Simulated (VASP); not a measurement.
Computed with eigenvalue-self-consistent GW0 on PBE orbitals, VASP's PBE PAW potentials (set 64) (plane waves; VASP).

VASP ran on this input.

KPOINTS:
```
Automatic mesh
0
Gamma
4 4 4
0 0 0
```

INCAR:
```
# general
SYSTEM      = LiF
PREC        = Normal
ENCUT       = 500   # plane-wave cut-off (eV)
LREAL       = F   # projection in real space or not
LASPH       = T   # aspherical one-centre terms
NBANDS      = 160

# electronic loop
ALGO        = EVGW0

# smearing
ISMEAR      = 0   # Gaussian
SIGMA       = 0.01

# functional
GGA         = PE   # PBE

# output
LWAVE       = F
LCHARG      = F

# other
NELMGW      = 4
NOMEGA      = 64
ENCUTGW     = 200
NBANDSGW    = 13
LSPECTRALGW = T
```

POSCAR:
```
LiF
1
    0.0000000000     2.0150000000     2.0150000000
    2.0150000000     0.0000000000     2.0150000000
    2.0150000000     2.0150000000     0.0000000000
Li F
1 1
Direct
  0.0000000000   0.0000000000   0.0000000000
  0.5000000000   0.5000000000   0.5000000000
```

POTCAR, in this order: Li_sv_GW F_GW_new (PBE.64 set). Program: vasp_std. Read from the step before: WAVECAR, WAVEDER.

The run wrote:

File OSZICAR:
```
energies w=
    0.000    0.000    1.061    0.000    2.119    0.000    3.173    0.000
    4.220    0.000    5.259    0.000    6.286    0.000    7.303    0.000
    8.306    0.000    9.296    0.000   10.273    0.000   11.237    0.000
   12.187    0.000   13.124    0.000   14.050    0.000   14.965    0.000
   15.870    0.000   16.767    0.000   17.657    0.000   18.542    0.000
   19.423    0.000   20.303    0.000   21.183    0.000   22.064    0.000
   22.951    0.000   23.843    0.000   24.745    0.000   25.657    0.000
   26.584    0.000   27.528    0.000   28.493    0.000   29.481    0.000
   30.496    0.000   31.543    0.000   32.626    0.000   33.750    0.000
   34.922    0.000   36.147    0.000   37.434    0.000   38.790    0.000
   40.226    0.000   41.753    0.000   43.384    0.000   45.136    0.000
   47.026    0.000   49.077    0.000   51.315    0.000   53.773    0.000
   56.491    0.000   59.517    0.000   62.915    0.000   66.763    0.000
   71.162    0.000   76.246    0.000   82.193    0.000   89.250    0.000
   97.760    0.000  108.223    0.000  121.395    0.000  138.473    0.000
  161.473    0.000  194.070    0.000  243.766    0.000  328.597    0.000
NQ=   1    0.0000    0.0000    0.0000,
 performed        132000 updates of chi_q(r,r)
NQ=   2    0.2500    0.0000    0.0000,
 performed        414000 updates of chi_q(r,r)
NQ=   3    0.5000    0.0000    0.0000,
 performed        621000 updates of chi_q(r,r)
NQ=   4    0.2500    0.2500    0.0000,
 performed        874000 updates of chi_q(r,r)
NQ=   5    0.5000    0.2500    0.0000,
 performed       1222000 updates of chi_q(r,r)
NQ=   6   -0.2500    0.2500    0.0000,
 performed       1529000 updates of chi_q(r,r)
NQ=   7    0.5000    0.5000    0.0000,
 performed       1719000 updates of chi_q(r,r)
NQ=   8   -0.2500    0.5000    0.2500,
 performed       1976000 updates of chi_q(r,r)
 resolving degeneracies of screened two electron integrals
NQ=   1    0.0000    0.0000    0.0000,
 performed        132000 updates of chi_q(r,r)
NQ=   2    0.2500    0.0000    0.0000,
 performed        414000 updates of chi_q(r,r)
NQ=   3    0.5000    0.0000    0.0000,
 performed        621000 updates of chi_q(r,r)
NQ=   4    0.2500    0.2500    0.0000,
 performed        874000 updates of chi_q(r,r)
NQ=   5    0.5000    0.2500    0.0000,
 performed       1222000 updates of chi_q(r,r)
NQ=   6   -0.2500    0.2500    0.0000,
 performed       1529000 updates of chi_q(r,r)
NQ=   7    0.5000    0.5000    0.0000,
 performed       1719000 updates of chi_q(r,r)
NQ=   8   -0.2500    0.5000    0.2500,
 performed       1976000 updates of chi_q(r,r)
 resolving degeneracies of screened two electron integrals
NQ=   1    0.0000    0.0000    0.0000,
 performed        132000 updates of chi_q(r,r)
NQ=   2    0.2500    0.0000    0.0000,
 performed        414000 updates of chi_q(r,r)
NQ=   3    0.5000    0.0000    0.0000,
 performed        621000 updates of chi_q(r,r)
NQ=   4    0.2500    0.2500    0.0000,
 performed        874000 updates of chi_q(r,r)
NQ=   5    0.5000    0.2500    0.0000,
 performed       1222000 updates of chi_q(r,r)
NQ=   6   -0.2500    0.2500    0.0000,
 performed       1529000 updates of chi_q(r,r)
NQ=   7    0.5000    0.5000    0.0000,
 performed       1719000 updates of chi_q(r,r)
NQ=   8   -0.2500    0.5000    0.2500,
 performed       1976000 updates of chi_q(r,r)
 resolving degeneracies of screened two electron integrals
NQ=   1    0.0000    0.0000    0.0000,
 performed        132000 updates of chi_q(r,r)
NQ=   2    0.2500    0.0000    0.0000,
 performed        414000 updates of chi_q(r,r)
NQ=   3    0.5000    0.0000    0.0000,
 performed        621000 updates of chi_q(r,r)
NQ=   4    0.2500    0.2500    0.0000,
 performed        874000 updates of chi_q(r,r)
NQ=   5    0.5000    0.2500    0.0000,
 performed       1222000 updates of chi_q(r,r)
NQ=   6   -0.2500    0.2500    0.0000,
 performed       1529000 updates of chi_q(r,r)
NQ=   7    0.5000    0.5000    0.0000,
 performed       1719000 updates of chi_q(r,r)
NQ=   8   -0.2500    0.5000    0.2500,
 performed       1976000 updates of chi_q(r,r)
 resolving degeneracies of screened two electron integrals
```

File OUTCAR:
```


 k-point   1 :       0.0000    0.0000    0.0000
  band No. old QP-enery  QP-energies   sigma(KS)   T+V_ion+V_H  V^pw_x(r,r')   Z            occupation Imag(sigma)

      1     -53.2973     -53.3245     -38.9091     -14.4202     -43.2619       0.8512       2.0000       0.1518
      2     -26.3936     -26.4272     -27.9978       1.5647     -36.7299       0.8506       2.0000       1.4102
      3      -4.5059      -4.5216     -26.3948      21.8696     -30.7306       0.8141       2.0000       0.1247
      4      -4.5059      -4.5216     -26.3948      21.8696     -30.7306       0.8141       2.0000       0.1247
      5      -4.5059      -4.5216     -26.3948      21.8696     -30.7306       0.8141       2.0000       0.1247
      6       9.7379       9.7378      -9.8138      19.5516      -6.5421       0.8843       0.0000      -0.0710
      7      25.3530      25.3559      -7.3486      32.7050      -2.9406       0.8525       0.0000      -0.1828
      8      25.3530      25.3559      -7.3486      32.7050      -2.9406       0.8525       0.0000      -0.1828
      9      25.3530      25.3559      -7.3486      32.7050      -2.9406       0.8525       0.0000      -0.1828
     10      25.0516      25.0537      -6.6730      31.7270      -2.6763       0.8697       0.0000      -0.1750
     11      25.0516      25.0537      -6.6730      31.7270      -2.6763       0.8697       0.0000      -0.1750
     12      25.0516      25.0537      -6.6730      31.7270      -2.6763       0.8697       0.0000      -0.1750
     13      27.3802      27.3829      -5.4915      32.8749      -1.0665       0.8526       0.0000      -0.4409

 k-point   2 :       0.2500    0.0000    0.0000
  band No. old QP-enery  QP-energies   sigma(KS)   T+V_ion+V_H  V^pw_x(r,r')   Z            occupation Imag(sigma)

      1     -53.2697     -53.2963     -38.9620     -14.3389     -43.3117       0.8534       2.0000       0.1378
      2     -26.1150     -26.1486     -28.1159       1.9608     -36.8859       0.8384       2.0000       1.3990
      3      -6.1392      -6.1556     -24.5912      18.4318     -28.8664       0.8112       2.0000       0.1391
      4      -4.6501      -4.6659     -26.2815      21.6120     -30.6245       0.8137       2.0000       0.1258
      5      -4.6501      -4.6659     -26.2815      21.6120     -30.6245       0.8137       2.0000       0.1258
      6      11.1361      11.1362      -9.8385      20.9747      -6.5210       0.8790       0.0000      -0.0739
      7      18.9475      18.9492      -8.6277      27.5772      -4.7842       0.8631       0.0000      -0.1121
      8      21.6963      21.6985      -6.9741      28.6729      -3.0017       0.8719       0.0000      -0.1118
      9      21.6963      21.6985      -6.9741      28.6729      -3.0017       0.8719       0.0000      -0.1118
     10      27.8668      27.8699      -6.8348      34.7052      -2.3414       0.8458       0.0000      -0.3209
     11      28.3589      28.3614      -6.9956      35.3574      -2.6811       0.8571       0.0000      -0.2906
     12      28.3589      28.3614      -6.9956      35.3574      -2.6811       0.8571       0.0000      -0.2906
     13      36.7798      36.7804      -8.7060      45.4866      -3.7172       0.8843       0.0000      -0.8721

 k-point   3 :       0.5000    0.0000    0.0000
  band No. old QP-enery  QP-energies   sigma(KS)   T+V_ion+V_H  V^pw_x(r,r')   Z            occupation Imag(sigma)

      1     -53.2422     -53.2682     -39.0157     -14.2568     -43.3626       0.8566       2.0000       0.1237
      2     -25.8190     -25.8546     -28.2690       2.4069     -37.0781       0.8278       2.0000       1.3672
      3      -7.5139      -7.5310     -23.4532      15.9180     -27.7827       0.8056       2.0000       0.1603
      4      -4.7885      -4.8044     -26.1883      21.3802     -30.5420       0.8135       2.0000       0.1269
      5      -4.7885      -4.8044     -26.1883      21.3802     -30.5420       0.8135       2.0000       0.1269
      6      11.4779      11.4785      -7.7442      19.2228      -4.3401       0.8878       0.0000      -0.0726
      7      18.1246      18.1258     -12.0899      30.2159      -8.1931       0.8435       0.0000      -0.1255
      8      19.9809      19.9829      -6.7705      26.7537      -2.9486       0.8789       0.0000      -0.0930
      9      19.9809      19.9829      -6.7705      26.7537      -2.9486       0.8789       0.0000      -0.0930
     10      31.0931      31.0956      -7.0907      38.1867      -2.4048       0.8706       0.0000      -0.5714
     11      32.0126      32.0146      -8.4536      40.4685      -3.3947       0.8621       0.0000      -0.7591
     12      32.0126      32.0146      -8.4536      40.4685      -3.3947       0.8621       0.0000      -0.7591
     13      34.7161      34.7168      -7.3838      42.1006      -2.8888       0.9102       0.0000      -0.6922

 k-point   4 :       0.2500    0.2500    0.0000
  band No. old QP-enery  QP-energies   sigma(KS)   T+V_ion+V_H  V^pw_x(r,r')   Z            occupation Imag(sigma)

      1     -53.2609     -53.2873     -38.9773     -14.3145     -43.3265       0.8543       2.0000       0.1356
      2     -25.9923     -26.0270     -28.2022       2.1685     -36.9863       0.8375       2.0000       1.3841
      3      -6.1790      -6.1953     -24.3265      18.1275     -28.5450       0.8121       2.0000       0.1380
      4      -5.1188      -5.1350     -25.7263      20.5876     -30.0580       0.8113       2.0000       0.1297
      5      -5.1188      -5.1350     -25.7263      20.5876     -30.0580       0.8113       2.0000       0.1297
      6      12.3785      12.3784     -11.1924      23.5708      -7.8738       0.8702       0.0000      -0.0793
      7      19.2311      19.2329      -6.1411      25.3742      -2.4397       0.8762       0.0000      -0.1027
      8      20.8060      20.8081      -7.3889      28.1973      -3.4994       0.8743       0.0000      -0.1022
      9      21.9250      21.9273      -8.3181      30.2458      -4.1669       0.8562       0.0000      -0.1376
     10      21.9250      21.9273      -8.3181      30.2458      -4.1669       0.8562       0.0000      -0.1376
     11      34.0420      34.0430      -6.8607      40.9038      -2.2530       0.9006       0.0000      -0.6102
     12      34.0420      34.0430      -6.8607      40.9038      -2.2530       0.9006       0.0000      -0.6102
     13      34.8497      34.8493      -7.5712      42.4205      -3.1114       0.9179       0.0000      -0.5769

 k-point   5 :       0.5000    0.2500    0.0000
  band No. old QP-enery  QP-energies   sigma(KS)   T+V_ion+V_H  V^pw_x(r,r')   Z            occupation Imag(sigma)

      1     -53.2335     -53.2591     -39.0271     -14.2361     -43.3739       0.8590       2.0000       0.1242
      2     -25.6629     -25.7001     -28.4226       2.7146     -37.2447       0.8255       2.0000       1.3336
      3      -7.2979      -7.3148     -23.3296      16.0108     -27.5994       0.8077       2.0000       0.1554
      4      -5.8855      -5.9019     -24.7531      18.8474     -29.0356       0.8104       2.0000       0.1365
      5      -5.2636      -5.2799     -25.6122      20.3284     -29.9513       0.8106       2.0000       0.1311
      6      13.9652      13.9657      -9.8094      23.7752      -6.3482       0.8721       0.0000      -0.0835
      7      16.9616      16.9627      -9.8326      26.7955      -6.1424       0.8621       0.0000      -0.1011
      8      19.8364      19.8383      -8.7060      28.5446      -4.8394       0.8676       0.0000      -0.1042
      9      20.9017      20.9038      -8.1342      29.0383      -4.1080       0.8620       0.0000      -0.1165
     10      24.9562      24.9588      -7.3668      32.3260      -3.0978       0.8541       0.0000      -0.2158
     11      34.2008      34.2013      -7.6278      41.8292      -2.8994       0.9113       0.0000      -0.7956
     12      34.7688      34.7691      -7.8268      42.5960      -2.9770       0.9091       0.0000      -0.8505
     13      38.3822      38.3827      -8.5219      46.9047      -3.5378       0.8919       0.0000      -1.0159

 k-point   6 :      -0.2500    0.2500    0.0000
  band No. old QP-enery  QP-energies   sigma(KS)   T+V_ion+V_H  V^pw_x(r,r')   Z            occupation Imag(sigma)

      1     -53.2425     -53.2685     -39.0128     -14.2601     -43.3601       0.8558       2.0000       0.1263
      2     -25.7929     -25.8284     -28.3129       2.4772     -37.1229       0.8280       2.0000       1.3582
      3      -6.7240      -6.7405     -24.0514      17.3070     -28.3358       0.8102       2.0000       0.1470
      4      -6.0786      -6.0950     -24.4836      18.3848     -28.7593       0.8107       2.0000       0.1389
      5      -4.8053      -4.8213     -26.1431      21.3181     -30.4896       0.8131       2.0000       0.1269
      6      13.0345      13.0349      -9.7325      22.7674      -6.3054       0.8743       0.0000      -0.0803
      7      16.8516      16.8528      -9.2942      26.1472      -5.6384       0.8666       0.0000      -0.0968
      8      20.7005      20.7026      -9.3772      30.0801      -5.3738       0.8582       0.0000      -0.1210
      9      20.6527      20.6548      -7.1462      27.8013      -3.2326       0.8739       0.0000      -0.1018
     10      29.6384      29.6406      -6.7528      36.3938      -2.4330       0.8657       0.0000      -0.3454
     11      30.0145      30.0174      -6.6781      36.6960      -2.1210       0.8542       0.0000      -0.4143
     12      29.9591      29.9610      -7.7717      37.7331      -3.0960       0.8694       0.0000      -0.5601
     13      38.5047      38.5053      -8.0372      46.5426      -3.3758       0.8819       0.0000      -0.6733

 k-point   7 :       0.5000    0.5000    0.0000
  band No. old QP-enery  QP-energies   sigma(KS)   T+V_ion+V_H  V^pw_x(r,r')   Z            occupation Imag(sigma)

      1     -53.2225     -53.2480     -39.0357     -14.2165     -43.3820       0.8601       2.0000       0.1248
      2     -25.5017     -25.5390     -28.5920       3.0441     -37.4252       0.8081       2.0000       1.3003
      3      -8.0003      -8.0173     -22.4245      14.4031     -26.6633       0.8071       2.0000       0.1664
...
```
(Selected blocks of OUTCAR.)

The mesh is coarse and the basis finite, so the quasiparticle values are not converged.

The compound is LiF in the rock salt structure. The cell was not relaxed at this level. The k-mesh is coarse (spacing up to 0.68 per Å, 2π included), so the numbers may not be converged in it.
